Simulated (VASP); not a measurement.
TlCl (CsCl type): the bulk modulus from VASP (plane waves, PAW) at several levels of theory. Static lattice, third-order Birch-Murnaghan fit over five volumes.

| level | bulk modulus (GPa) |
|---|---|
| LDA | 37.5 |
| PBE | 22.0 |
| PBEsol | 30.0 |
| rev-vdW-DF2 | 27.4 |
| PBE0 | 23.4 |

The cell of the LDA run:

```
CELL_PARAMETERS angstrom
      3.69649     0.00000     0.00000
      0.00000     3.69649     0.00000
      0.00000     0.00000     3.69649
ATOMIC_POSITIONS crystal
  Tl 0.00000 0.00000 0.00000
  Cl 0.50000 0.50000 0.50000
```

Only levels that ran to the end are used. Left out are those held back, those with too coarse a band path, GW runs whose mesh misses a band edge, hybrids' fits of cells that aren't cubic and levels without matching references; a question may draw on a part of the rest.

The compound is TlCl in the CsCl type structure.
